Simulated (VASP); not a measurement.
All values below come from LDA (Ceperley-Alder, Perdew-Zunger), VASP's LDA PAW potentials (set 64) (plane waves; VASP).

Input for VASP

### POSCAR
```
CuI
1
   -0.0000000000     2.9305759412     2.9305759412
    2.9305759412    -0.0000000000     2.9305759412
    2.9305759412     2.9305759412    -0.0000000000
Cu I
1 1
Direct
  0.0000000000   0.0000000000   0.0000000000
  0.2500000000   0.2500000000   0.2500000000
```

INCAR:
```
SYSTEM = CuI
PREC = Accurate; ENCUT = 500; LREAL = .FALSE.
LASPH = .TRUE.
EDIFF = 1E-6; NELM = 100; ALGO = Normal
LMAXMIX = 4
ISMEAR = 0; SIGMA = 0.05
IBRION = 2; NSW = 40; ISIF = 3
EDIFFG = -0.02
LWAVE = .FALSE.; LCHARG = .FALSE.
```

### KPOINTS
```
Automatic mesh
0
Gamma
8 8 8
0 0 0
```

POTCAR, in this order: Cu I (LDA.64 set). Program: vasp_std.

Unless said otherwise, spin-orbit coupling is left out, though it shifts the bands of the heavy elements here.

Predict the energy per atom (σ→0), volume per atom, band gap (on the k-mesh).

* **energy per atom (σ→0)**: -3.498 eV/atom
* **band gap (on the k-mesh)**: 1.28 eV
* **volume per atom**: 25.22 Å^3/atom

File OSZICAR:
```
...
DAV:   2    -0.699961264057E+01    0.43839E-02   -0.83759E-02   764   0.980E+00    0.306E-01
DAV:   3    -0.699640648068E+01    0.32062E-02   -0.17196E-02   764   0.488E+00    0.116E-01
DAV:   4    -0.699616988868E+01    0.23659E-03   -0.90926E-04   769   0.215E-01    0.453E-02
DAV:   5    -0.699614818706E+01    0.21702E-04   -0.57956E-05  1019   0.248E-01    0.345E-02
DAV:   6    -0.699614110663E+01    0.70804E-05   -0.11752E-05  1136   0.383E-02    0.147E-02
DAV:   7    -0.699613917650E+01    0.19301E-05   -0.27225E-06   693   0.649E-02    0.185E-03
DAV:   8    -0.699613925189E+01   -0.75394E-07   -0.86061E-07   422   0.706E-03
   3 F= -.69961393E+01 E0= -.69961393E+01  d E =-.316985E-04
```

The compound is CuI in the zinc blende structure. This run relaxes it. Symmetry was kept, so distortions that lower it aren't found.
